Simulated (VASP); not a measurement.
These are PBE GGA, VASP's PBE PAW potentials (set 64) (plane waves; VASP 6.6.1) values and carry that method's errors.

VASP ran on this input.

### POSCAR
```
SiC
1.0
  1.5482019909  -2.6815640860   0.0000000000
  1.5482019909   2.6815640860   0.0000000000
  0.0000000000   0.0000000000  15.1850200263
Si C
6 6
Cartesian
  0.0000000000   0.0000000000  15.1834101241
  0.0000000000   0.0000000000   7.5909001110
  1.5482019909  -0.8938564830  12.6513939987
  1.5482019909   0.8938564830   5.0588839855
  1.5482019909  -0.8938564830   2.5288655497
  1.5482019909   0.8938564830  10.1213755628
  0.0000000000   0.0000000000  13.2800539113
  0.0000000000   0.0000000000   5.6875438981
  1.5482019909  -0.8938564830  10.7509227787
  1.5482019909   0.8938564830   3.1584127655
  1.5482019909  -0.8938564830   0.6313107069
  1.5482019909   0.8938564830   8.2238207200
```

**INCAR**
```
! general
SYSTEM  =  SiC
PREC    =  Accurate
ENCUT   =  520   ! plane-wave cut-off (eV)
LREAL   =  .False.   ! projection in real space or not
LASPH   =  .True.   ! aspherical one-centre terms

! electronic loop
EDIFF   =  1E-6   ! SCF stop (eV)
NELM    =  100   ! most electronic steps
ALGO    =  Normal   ! blocked Davidson

! smearing
ISMEAR  =  0
SIGMA   =  0.05   ! width (eV)

! functional
GGA     =  PE

! ions
IBRION  =  2   ! conjugate gradients
NSW     =  60
ISIF    =  3   ! ions, shape and volume
EDIFFG  =  -0.02

! output
LWAVE   =  .False.
LCHARG  =  .False.
```

File KPOINTS:
```
Regular mesh
0
Gamma
  7 7 2
0 0 0
```

POTCAR, in this order: Si C (PBE.64 set). Program: vasp_std.

Question: What will the output report for the number of irreducible k-points (NKPTS), number of bands (NBANDS), largest plane-wave count, number of space-group operations, FFT grid (NGX, NGY, NGZ)?

Answer: 
* **number of irreducible k-points (NKPTS)**: 16
* **number of bands (NBANDS)**: 31
* **largest plane-wave count**: 3414
* **number of space-group operations**: 12
* **FFT grid (NGX, NGY, NGZ)**: 24 × 24 × 120

The compound is SiC in the 6h structure. This run relaxes it. Symmetry was kept, so distortions that lower it aren't found. The start is the result of an earlier pass.
